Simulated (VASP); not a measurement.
Data:

```
CELL_PARAMETERS angstrom
      1.95856    -3.39233     0.00000
      1.95856     3.39233     0.00000
      0.00000     0.00000     6.09915
ATOMIC_POSITIONS crystal
  La 0.33333 0.66667 0.24565
  La 0.66667 0.33333 0.75435
  O  0.00000 0.00000 0.00000
  O  0.33333 0.66667 0.64629
  O  0.66667 0.33333 0.35371
```

These are PBE GGA with D3 dispersion (Becke-Johnson damping), VASP's PBE PAW potentials (set 64) (plane waves; VASP) values and carry that method's errors. Run with 520 eV cut-off, Gaussian smearing of 0.050 eV, potentials La O.

Q: Give the energies of bands 12 to 23 at the high-symmetry points, in eV from the valence-band maximum.

A: 
| band | Γ | M | K | A | L | H |
|---|---|---|---|---|---|---|
| 12 | -2.41 | -2.22 | -1.60 | -2.74 | -3.00 | -2.30 |
| 13 | -2.41 | -2.01 | -1.60 | -2.74 | -2.17 | -2.30 |
| 14 | -2.21 | -1.95 | -1.59 | -2.62 | -1.50 | -1.70 |
| 15 | -2.21 | -1.28 | -1.30 | -1.91 | -1.21 | -1.38 |
| 16 | -2.09 | -0.75 | -1.30 | -1.91 | -0.97 | -1.38 |
| 17 | -1.68 | -0.73 | -0.83 | -1.00 | -0.94 | -0.56 |
| 18 | -0.39 | -0.65 | -0.83 | -0.80 | -0.72 | -0.28 |
| 19 | -0.39 | -0.41 | -0.81 | -0.29 | -0.36 | -0.28 |
| 20 | -0.12 | -0.30 | -0.09 | -0.29 | 0.00 | -0.22 |
| 21 | 4.35 | 3.88 | 3.88 | 4.74 | 4.43 | 4.28 |
| 22 | 4.62 | 4.75 | 4.78 | 4.75 | 4.66 | 4.87 |
| 23 | 4.62 | 5.22 | 4.78 | 4.75 | 5.10 | 4.97 |

The gap is indirect, 3.87 eV, from the valence maximum at H-A at 0.22 to the conduction minimum at M.

The compound is La2O3 in the a-type structure. It was relaxed first.
